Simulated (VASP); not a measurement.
Input:

```
CELL_PARAMETERS angstrom
      0.00000     2.02601     2.02601
      2.02601     0.00000     2.02601
      2.02601     2.02601     0.00000
ATOMIC_POSITIONS crystal
  Au 0.00000 0.00000 0.00000
```

These are LDA (Ceperley-Alder, Perdew-Zunger) with spin-orbit coupling, VASP's LDA PAW potentials (set 64) (plane waves; VASP) values and carry that method's errors. Run with 400 eV cut-off, 14×14×14 Γ-centred mesh, Gaussian smearing of 0.050 eV, potentials Au.

**Question.** Give the energies of bands 1 to 14 at the high-symmetry points, in eV from the Fermi level.

**Answer.** 
| band | Γ | X | U | L | W |
|---|---|---|---|---|---|
| 1 | -10.21 | -7.46 | -6.87 | -7.71 | -6.41 |
| 2 | -10.21 | -7.46 | -6.87 | -7.71 | -6.41 |
| 3 | -5.50 | -7.17 | -6.26 | -5.61 | -5.80 |
| 4 | -5.50 | -7.17 | -6.26 | -5.61 | -5.80 |
| 5 | -5.50 | -2.28 | -4.10 | -4.44 | -5.24 |
| 6 | -5.50 | -2.28 | -4.10 | -4.44 | -5.24 |
| 7 | -4.32 | -2.07 | -3.02 | -2.34 | -3.29 |
| 8 | -4.32 | -2.07 | -3.02 | -2.34 | -3.29 |
| 9 | -3.03 | -1.05 | -1.97 | -1.63 | -1.63 |
| 10 | -3.03 | -1.05 | -1.97 | -1.63 | -1.63 |
| 11 | -3.03 | 0.68 | 3.75 | -1.25 | 4.75 |
| 12 | -3.03 | 0.68 | 3.75 | -1.25 | 4.75 |
| 13 | 14.42 | 5.93 | 4.63 | 3.20 | 5.60 |
| 14 | 14.42 | 5.93 | 4.63 | 3.20 | 5.60 |

It has no gap at this level: it comes out as a metal or semimetal.

The compound is Au in the fcc structure. It was relaxed first.
